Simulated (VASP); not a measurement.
Output of a VASP run:

### OSZICAR
```
       N       E                     dE             d eps       ncg     rms          rms(c)
DAV:   1    -0.454937708739E+01   -0.45494E+01   -0.50481E+03  1808   0.958E+02
DAV:   2    -0.210181861660E+02   -0.16469E+02   -0.16169E+02  2720   0.108E+02
DAV:   3    -0.211060460344E+02   -0.87860E-01   -0.87860E-01  1728   0.101E+01
DAV:   4    -0.211061861443E+02   -0.14011E-03   -0.14011E-03  2424   0.426E-01
DAV:   5    -0.211061862216E+02   -0.77322E-07   -0.77322E-07  1744   0.569E-03    0.589E+00
DAV:   6    -0.204682576608E+02    0.63793E+00   -0.51781E-01  1712   0.559E+00    0.344E+00
DAV:   7    -0.202462998017E+02    0.22196E+00   -0.57231E-01  2056   0.586E+00    0.777E-01
DAV:   8    -0.202454911355E+02    0.80867E-03   -0.23074E-03  1712   0.580E-01    0.272E-02
DAV:   9    -0.202454900185E+02    0.11170E-05   -0.11938E-05  2072   0.376E-02    0.240E-02
DAV:  10    -0.202454911166E+02   -0.10981E-05   -0.54993E-07  1872   0.861E-03    0.319E-03
DAV:  11    -0.202454910889E+02    0.27695E-07   -0.21570E-08  1352   0.140E-03
   1 F= -.20245491E+02 E0= -.20245491E+02  d E =0.000000E+00
```

### OUTCAR
```
------------------------ aborting loop because EDIFF is reached ----------------------------------------
  FORCE on cell =-STRESS in cart. coord.  units (eV):
  Direction    XX          YY          ZZ          XY          YZ          ZX
  --------------------------------------------------------------------------------------
  Total        0.0005217      0.0005217      0.0005217     -0.0000000      0.0000000      0.0000000
  in kB        0.0756400      0.0756400      0.0756400     -0.0000000      0.0000000      0.0000000
  external PRESSURE =       0.0756400 kB  Pullay stress =       0.0000000 kB
  volume of cell :       11.05
      direct lattice vectors                 reciprocal lattice vectors
     0.000000000  1.767895017  1.767895017    -0.282822224  0.282822224  0.282822224
     1.767895017  0.000000000  1.767895017     0.282822224 -0.282822224  0.282822224
     1.767895017  1.767895017  0.000000000     0.282822224  0.282822224 -0.282822224
 POSITION                                       TOTAL-FORCE (eV/Angst)
 -----------------------------------------------------------------------------------
      1.76790      1.76790      1.76790         0.000000      0.000000      0.000000
      2.65184      2.65184      2.65184        -0.000000     -0.000000     -0.000000
 -----------------------------------------------------------------------------------
    total drift:                                0.000000     -0.000000      0.000000
  FREE ENERGIE OF THE ION-ELECTRON SYSTEM (eV)
  ---------------------------------------------------
  free  energy   TOTEN  =       -20.2454910889 eV

  energy  without entropy=      -20.2454910889  energy(sigma->0) =      -20.24549109

 total charge

# of ion       s       p       d       tot
------------------------------------------
    1        0.823   1.781   0.000   2.604
    2        0.823   1.781   0.000   2.604
--------------------------------------------------
tot          1.646   3.561   0.000   5.208
```
(Selected blocks of OUTCAR.)

POSCAR:
```
C
1
    0.0000000000     1.7678950174     1.7678950174
    1.7678950174     0.0000000000     1.7678950174
    1.7678950174     1.7678950174     0.0000000000
C
2
Direct
  0.5000000000   0.5000000000   0.5000000000
  0.7500000000   0.7500000000   0.7500000000
```

### Question
Write an INCAR and KPOINTS that could have produced this output.

### Answer
One answer among several that fit: the input of the run itself, LDA (Ceperley-Alder, Perdew-Zunger), plane waves, VASP's LDA PAW potentials (set 64).

File KPOINTS:
```
K-points
0
Gamma
  14 14 14
```

### INCAR
```
# general
SYSTEM = C
PREC   = Accurate
ENCUT  = 520
LREAL  = .FALSE.
LASPH  = .TRUE.   # aspherical one-centre terms

# electronic loop
EDIFF  = 1E-7   # SCF stop (eV)
NELM   = 100
ALGO   = Normal   # blocked Davidson

# smearing
ISMEAR = -5

# ions
ISIF   = 2

# output
LWAVE  = .FALSE.
LCHARG = .TRUE.
LORBIT = 11   # lm-projected
NEDOS  = 601
```

POTCAR, in this order: C (LDA.64 set). Program: vasp_std.

The structure comes from a computed database's C entry (Fd-3m); how it stands against other phases isn't given here. It was relaxed first.
